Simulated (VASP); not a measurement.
The input files of a VASP run:

**POSCAR**
```
OsRu3
10.860840
  0.5000000000   0.0000000000   0.0000000000
 -0.2500000000   0.4330127320   0.0000000000
  0.0000000000   0.0000000000   0.3950873045
Ru Os
6 2
Cartesian
  0.3744200000   0.0725036518   0.2963154784
 -0.1244200000   0.3605090801   0.0987718261
  0.1244200000   0.3605090801   0.0987718261
  0.1255800000   0.0725036518   0.2963154784
  0.2500000000   0.2880054283   0.2963154784
  0.0000000000   0.1450073037   0.0987718261
  0.2500002500   0.1443374330   0.0987718261
 -0.0000002500   0.2886752990   0.2963154784
```

KPOINTS:
```
Automatic mesh
0
G
  4 4 5
0 0 0
```

**INCAR**
```
SYSTEM = OsRu3
PREC = Accurate
ENCUT = 300
EDIFF = 1E-6
NELM = 100
ALGO = Normal
LREAL = .FALSE.
LASPH = .TRUE.
ISMEAR = -1
SIGMA = 0.136
GGA = PS
LMAXMIX = 6
LWAVE = .FALSE.
LCHARG = .FALSE.
ISIF = 2
```

POTCAR, in this order: Ru_pv Os (PBE.64 set). Program: vasp_std.

Problem. Write an equivalent input for Ansatz.

Solution. One equivalent input (not run):
Ansatz 0.2 input:
```yaml
crystal:
  lattice:
    - [5.4304200, 0.0000000, 0.0000000]
    - [-2.7152100, 4.7028820, 0.0000000]
    - [0.0000000, 0.0000000, 4.2909800]
  atoms:
    - { symbol: Ru, position: [0.8325600, 0.1674400, 0.7500000] }
    - { symbol: Ru, position: [0.1674400, 0.8325600, 0.2500000] }
    - { symbol: Ru, position: [0.6651200, 0.8325600, 0.2500000] }
    - { symbol: Ru, position: [0.3348800, 0.1674400, 0.7500000] }
    - { symbol: Ru, position: [0.8325600, 0.6651200, 0.7500000] }
    - { symbol: Ru, position: [0.1674400, 0.3348800, 0.2500000] }
    - { symbol: Os, position: [0.6666670, 0.3333330, 0.2500000] }
    - { symbol: Os, position: [0.3333330, 0.6666670, 0.7500000] }
kpoints:
  mp_grid: { grid: [4, 4, 5] }
hamiltonian:
  xc: pbesol
  pseudopotentials: { kind: paw }
scf:
  occupations: { method: fermi_dirac, width: 0.136 }
  max_iter: 100
output: { forces: true, stress: true, eigenvalues: true }
```
The two are equivalent in intent, not identical: each code has its own PAW files, so the cut-off isn't converted (ENCUT is set for VASP's; basis.ecutwfc is left out, and Ansatz then takes the one that its files recommend); Ansatz stops its SCF on the density residual and VASP on the energy change (EDIFF).

The structure comes from a computed database's OsRu3 entry (P6_3/mmc); how it stands against other phases isn't given here. The cell was not relaxed at this level. The k-mesh is coarse (spacing up to 0.33 per Å, 2π included), so the numbers may not be converged in it.
